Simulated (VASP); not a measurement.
```
CELL_PARAMETERS angstrom
      4.05666     0.00000     0.00000
      0.00000     4.05666     0.00000
      0.00000     0.00000     5.45208
ATOMIC_POSITIONS crystal
  Pb 0.50000 0.00000 0.78147
  Pb 0.00000 0.50000 0.21853
  O  0.50000 0.50000 0.00000
  O  0.00000 0.00000 0.00000
```

These are PBE GGA, VASP's PBE PAW potentials (set 64) (plane waves; VASP 6.6.1) values and carry that method's errors. Numerical set-up: 520 eV cut-off, 6×6×5 Γ-centred mesh, tetrahedra with Blöchl corrections, potentials Pb_d O.

Without a dispersion term in the relaxation, distances and binding between the weakly bound layers, chains or molecules are unreliable, and so is what depends on them. Unless said otherwise, spin-orbit coupling is left out, though it shifts the bands of the heavy elements here.

### Question
Predict the energy per atom (σ→0), band gap (on the k-mesh) with the smallest direct gap where there is one.

### Answer

| Item | Value |
|---|---|
| band gap (on the k-mesh) | 1.68 eV |
| smallest direct gap (on the k-mesh) | 1.98 eV |
| energy per atom (σ→0) | -5.379 eV/atom |

Total energies compare only between runs with the same potentials, cut-off and functional.

The compound is PbO in the litharge structure. It was relaxed first, which changed the volume by +13 %.
